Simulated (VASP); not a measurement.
An input for Quantum ESPRESSO's pw.x (written as the equivalent of a VASP run, and not itself run):

```
&CONTROL
  calculation = 'scf'
  pseudo_dir = './pseudo'
  outdir = './out'
  tprnfor = .true.
  tstress = .true.
/
&SYSTEM
  ibrav = 0
  nat = 2
  ntyp = 2
  ecutwfc = 84
  occupations = 'smearing'
  smearing = 'gaussian'
  degauss = 0.003675
  input_dft = 'pbe'
/
&ELECTRONS
  conv_thr = 7.3e-08
  electron_maxstep = 100
/
ATOMIC_SPECIES
  Ga 69.723 Ga.upf
  As 74.922 As.upf
CELL_PARAMETERS angstrom
     0.0000000    2.8237500    2.7491550
     2.8839730    0.0000000    2.7491550
     2.8839730    2.8237500    0.0000000
ATOMIC_POSITIONS crystal
  Ga   0.0000000  0.0000000  0.0000000
  As   0.2420520  0.2579480  0.2579480
K_POINTS automatic
  7 7 7 0 0 0
```

Translate this input to VASP (INCAR, KPOINTS, POSCAR, choice of POTCAR).

This is not unique; one that fits is 
POSCAR:
```
GaAs
1
    0.0000000000     2.8237500000     2.7491550000
    2.8839730000     0.0000000000     2.7491550000
    2.8839730000     2.8237500000     0.0000000000
Ga As
1 1
Direct
  0.0000000000   0.0000000000   0.0000000000
  0.2420520000   0.2579480000   0.2579480000
```

INCAR:
```
SYSTEM = GaAs
PREC = Accurate; ENCUT = 400; LREAL = F
LASPH = T
EDIFF = 1E-6; NELM = 100; ALGO = Normal
LMAXMIX = 4
ISMEAR = 0; SIGMA = 0.05
GGA = PE
ISIF = 2
LWAVE = F; LCHARG = F
```

KPOINTS:
```
Automatic mesh
0
Gamma
7 7 7
0 0 0
```

POTCAR, in this order: Ga_d As (PBE.64 set). Program: vasp_std.

What does not carry over: the potentials are each code's own (VASP's PAW set, PseudoDojo norm-conserving files in pw.x), so ENCUT and ecutwfc are chosen apart and not converted; conv_thr bounds pw.x's estimated SCF error, while EDIFF bounds the energy change between steps.

The compound is GaAs in the zinc blende structure. The cell was not relaxed at this level, atoms are displaced from their ideal sites.
